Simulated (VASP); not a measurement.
Output of a VASP run:

### OSZICAR
```
       N       E                     dE             d eps       ncg     rms          rms(c)
DAV:   1     0.112360088317E+03    0.11236E+03   -0.14008E+04   648   0.147E+03
DAV:   2    -0.183458691032E+02   -0.13071E+03   -0.12697E+03   770   0.307E+02
DAV:   3    -0.289539792130E+02   -0.10608E+02   -0.10454E+02  1144   0.561E+01
DAV:   4    -0.292750410588E+02   -0.32106E+00   -0.32054E+00   828   0.101E+01
DAV:   5    -0.292818736686E+02   -0.68326E-02   -0.68309E-02   938   0.122E+00    0.322E+01
DAV:   6    -0.260216306154E+02    0.32602E+01   -0.16185E+01   734   0.147E+01    0.297E+01
DAV:   7    -0.260657134040E+02   -0.44083E-01   -0.16825E+00  1014   0.618E+00    0.191E+01
DAV:   8    -0.260752726640E+02   -0.95593E-02   -0.26559E-01   764   0.319E+00    0.209E+00
DAV:   9    -0.260660394984E+02    0.92332E-02   -0.81603E-02   798   0.122E+00    0.535E-01
DAV:  10    -0.260663293120E+02   -0.28981E-03   -0.41233E-03   832   0.381E-01    0.304E-01
DAV:  11    -0.260662968683E+02    0.32444E-04   -0.92210E-04   780   0.207E-01    0.533E-02
DAV:  12    -0.260663070634E+02   -0.10195E-04   -0.98420E-05   966   0.651E-02    0.186E-02
DAV:  13    -0.260663068255E+02    0.23796E-06   -0.28516E-06   628   0.112E-02
   1 F= -.26066307E+02 E0= -.26067434E+02  d E =0.338194E-02
```

File OUTCAR:
```
------------------------ aborting loop because EDIFF is reached ----------------------------------------
  FORCE on cell =-STRESS in cart. coord.  units (eV):
  Direction    XX          YY          ZZ          XY          YZ          ZX
  --------------------------------------------------------------------------------------
  Total       -3.9618771     -7.0734230     -9.3894992      0.0000000      0.0000000      0.0000000
  in kB      -79.9911294   -142.8138936   -189.5759586      0.0000000      0.0000000      0.0000000
  external PRESSURE =    -137.4603272 kB  Pullay stress =       0.0000000 kB
  volume of cell :       79.35
      direct lattice vectors                 reciprocal lattice vectors
     1.967726000 -5.199786000  0.000000000     0.254100418 -0.096157803  0.000000000
     1.967726000  5.199786000  0.000000000     0.254100418  0.096157803  0.000000000
     0.000000000  0.000000000  3.877838000     0.000000000  0.000000000  0.257875651
 POSITION                                       TOTAL-FORCE (eV/Angst)
 -----------------------------------------------------------------------------------
      1.96773     -0.66557      0.96946         0.000000      0.727217      0.000000
      1.96773      0.66557      2.90838         0.000000     -0.727217      0.000000
      1.96773     -3.68925      0.96946         0.000000     -1.361340     -0.000000
      1.96773      3.68925      2.90838         0.000000      1.361340     -0.000000
 -----------------------------------------------------------------------------------
    total drift:                               -0.000000     -0.000000      0.000000
  FREE ENERGIE OF THE ION-ELECTRON SYSTEM (eV)
  ---------------------------------------------------
  free  energy   TOTEN  =       -26.0663068255 eV

  energy  without entropy=      -26.0696887640  energy(sigma->0) =      -26.06743414
```
(Selected blocks of OUTCAR.)

**POSCAR**
```
YB
1
    1.9677260000    -5.1997860000     0.0000000000
    1.9677260000     5.1997860000     0.0000000000
    0.0000000000     0.0000000000     3.8778380000
B Y
2 2
Direct
  0.5640000000   0.4360000000   0.2500000000
  0.4360000000   0.5640000000   0.7500000000
  0.8547500000   0.1452500000   0.2500000000
  0.1452500000   0.8547500000   0.7500000000
```

Q: Reconstruct the remaining input files.

A: This is not unique; one that fits is the input of the run itself, PBE GGA, plane waves, VASP's PBE PAW potentials (set 64).

File KPOINTS:
```
Automatic mesh
0
Monkhorst-Pack
5 5 4
0 0 0
```

### INCAR
```
SYSTEM=YB
PREC=Accurate; ENCUT=520; LREAL=.False.
LASPH=.True.
EDIFF=1E-6; NELM=100; ALGO=Normal
LMAXMIX=4
ISMEAR=1; SIGMA=0.1
GGA=PE
ISIF=2
LWAVE=.False.; LCHARG=.False.
```

POTCAR, in this order: B Y_sv (PBE.64 set). Program: vasp_std.

The structure was generated: YB was put into the CrB type (Cmcm), which need not be its known phase. The cell was not relaxed at this level. The k-mesh is coarse (spacing up to 0.41 per Å, 2π included), so the numbers may not be converged in it. The run is one of a series of settings (KPOINTS 5×5×4 Monkhorst-Pack mesh against the base run), some of them coarse on purpose.
